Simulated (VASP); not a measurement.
Data:

```
C
1.0
    7.14656     0.00000     0.00000
    0.00000     7.14656     0.00000
    0.00000     0.00000     7.14656
C
63
Direct
  0.49940   0.99969   0.99963
  0.62616   0.12392   0.12392
  0.74891   0.24918   0.99878
  0.87611   0.37399   0.12431
  0.74888   0.99878   0.24918
  0.87611   0.12434   0.37395
  0.99931   0.99873   0.99872
  0.12583   0.12499   0.12495
  0.24941   0.24884   0.99925
  0.37573   0.37577   0.12488
  0.49896   0.49867   0.99868
  0.62519   0.62534   0.12529
  0.74947   0.74875   0.99963
  0.87564   0.87459   0.12487
  0.24941   0.99931   0.24881
  0.37575   0.12495   0.37575
  0.49884   0.25173   0.25172
  0.63295   0.36560   0.36553
  0.74603   0.50005   0.25212
  0.87526   0.62497   0.37592
  0.49897   0.99867   0.49867
  0.62521   0.12536   0.62529
  0.74607   0.25213   0.50001
  0.87529   0.37591   0.62497
  0.74946   0.99965   0.74870
  0.87568   0.12488   0.87459
  0.99933   0.49944   0.99973
  0.12442   0.62454   0.12325
  0.24941   0.74861   0.99806
  0.37565   0.87616   0.12318
  0.99918   0.24932   0.24928
  0.12643   0.37576   0.37571
  0.24994   0.50032   0.24932
  0.36537   0.63457   0.36122
  0.49762   0.74872   0.24883
  0.62525   0.87434   0.37563
  0.99932   0.99974   0.49942
  0.12447   0.12328   0.62450
  0.24998   0.24940   0.50031
  0.36542   0.36138   0.63454
  0.63814   0.63526   0.63535
  0.75007   0.74979   0.50014
  0.87710   0.87588   0.62407
  0.24945   0.99810   0.74851
  0.37569   0.12325   0.87608
  0.49768   0.24891   0.74870
  0.62530   0.37566   0.87437
  0.75011   0.50013   0.74981
  0.87711   0.62413   0.87585
  0.99884   0.74851   0.24889
  0.12527   0.87525   0.37390
  0.99935   0.49873   0.49872
  0.12727   0.62434   0.62428
  0.25140   0.74699   0.49827
  0.37676   0.87392   0.62429
  0.99888   0.24887   0.74850
  0.12527   0.37392   0.87523
  0.25142   0.49834   0.74696
  0.37675   0.62432   0.87393
  0.50024   0.74872   0.74874
  0.62588   0.87544   0.87541
  0.00034   0.74858   0.74853
  0.12618   0.87423   0.87418
```
Cell charge +1.

All values below come from HSE06 screened hybrid, VASP's PBE PAW potentials (set 64) (plane waves; VASP). Numerical set-up: PREC = Normal, LREAL = Auto, ISYM = 0, NELECT = 251.0, EDIFF = 1E-5, 400 eV cut-off, 1×1×1 Γ-centred mesh, Gaussian smearing of 0.050 eV, potentials C. Starting moments (MAGMOM): 63*0.0476. The cell's moment is fixed (NUPDOWN = 3).

The cell is charged, with a uniform compensating background. The supercell is sampled at Γ alone, which is coarse: total energies, pressure and levels can be off, energies of defects by several tenths of an eV.

Question: What does the run give for the cell moment, energy per atom (σ→0), largest force?

Answer: 
```
Item                             Value
---------------------  ---------------
cell moment                    3.00 μB
energy per atom (σ→0)  -10.533 eV/atom
largest force               0.229 eV/Å
```

Question: Give the moment on each site (PAW-sphere projection).

Answer: 
| site | moment (μB) |
|---|---|
| C1 | 0.02 |
| C2 | 0.00 |
| C3 | 0.01 |
| C4 | 0.00 |
| C5 | 0.01 |
| C6 | 0.00 |
| C7 | 0.01 |
| C8 | 0.01 |
| C9 | 0.01 |
| C10 | 0.02 |
| C11 | 0.02 |
| C12 | 0.03 |
| C13 | 0.01 |
| C14 | 0.01 |
| C15 | 0.01 |
| C16 | 0.02 |
| C17 | 0.01 |
| C18 | -0.13 |
| C19 | 0.02 |
| C20 | 0.02 |
| C21 | 0.02 |
| C22 | 0.03 |
| C23 | 0.02 |
| C24 | 0.02 |
| C25 | 0.01 |
| C26 | 0.01 |
| C27 | 0.02 |
| C28 | 0.04 |
| C29 | 0.01 |
| C30 | 0.05 |
| C31 | 0.01 |
| C32 | 0.02 |
| C33 | 0.00 |
| C34 | 0.40 |
| C35 | 0.00 |
| C36 | 0.03 |
| C37 | 0.02 |
| C38 | 0.04 |
| C39 | 0.00 |
| C40 | 0.40 |
| C41 | 0.44 |
| C42 | -0.01 |
| C43 | 0.03 |
| C44 | 0.01 |
| C45 | 0.05 |
| C46 | 0.00 |
| C47 | 0.03 |
| C48 | -0.01 |
| C49 | 0.03 |
| C50 | 0.01 |
| C51 | 0.04 |
| C52 | 0.02 |
| C53 | 0.03 |
| C54 | 0.00 |
| C55 | 0.03 |
| C56 | 0.01 |
| C57 | 0.04 |
| C58 | 0.00 |
| C59 | 0.03 |
| C60 | -0.01 |
| C61 | 0.03 |
| C62 | 0.01 |
| C63 | 0.01 |

The absolute energy has meaning only against runs of the same code, potentials and settings.

The cell is a supercell with a defect, built from C (diamond): vac_C, charge +1. The cell's shape comes from a PBE relaxation.
